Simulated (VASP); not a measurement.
Given:

```
PtS2
1.0
    1.80279    -3.12252     0.00000
    1.80279     3.12252     0.00000
    0.00000     0.00000     6.72682
Pt S
1 2
Direct
  0.00000   0.00000   0.00000
  0.33333   0.66667   0.18312
  0.66667   0.33333   0.81688
```

Calculation: AM05 GGA, VASP's PBE PAW potentials (set 64) (plane waves; VASP). Numerical set-up: 520 eV cut-off, 7×7×4 Γ-centred mesh, Gaussian smearing of 0.050 eV, potentials Pt S.

Without a dispersion term in the relaxation, distances and binding between the weakly bound layers, chains or molecules are unreliable, and so is what depends on them.

Question: The ions and cell shape at fixed volume are relaxed. What does this cell relax into?

Answer: 
```
PtS2
1.0
    1.76681    -3.06020     0.00000
    1.76681     3.06020     0.00000
    0.00000     0.00000     7.00359
Pt S
1 2
Direct
  0.00000   0.00000   0.00000
  0.33333   0.66667   0.17258
  0.66667   0.33333   0.82742
```
Space group P-3m1 (164), at a tolerance of 0.03 Å.

Question: How much energy does the relaxation gain?

Answer: The energy (σ→0) changes by -27.0 meV/atom, in 6 ionic steps.

```
step  E(σ→0) (eV)  max force (eV/Å)  pressure (GPa)  volume (Å³)
----  -----------  ----------------  --------------  -----------
1        -16.1799             0.768           -5.56        75.73
2        -16.2353             0.365           -3.11        75.73
3        -16.2558             0.071           -0.48        75.73
4        -16.2559             0.104           -0.28        75.73
5        -16.2602             0.047           -0.05        75.73
6        -16.2610             0.008            0.10        75.73
```

The compound is PtS2 in the 1T layered structure. This cell is one point of a volume scan, at 1.06 of the reference volume. Symmetry was kept, so distortions that lower it aren't found.
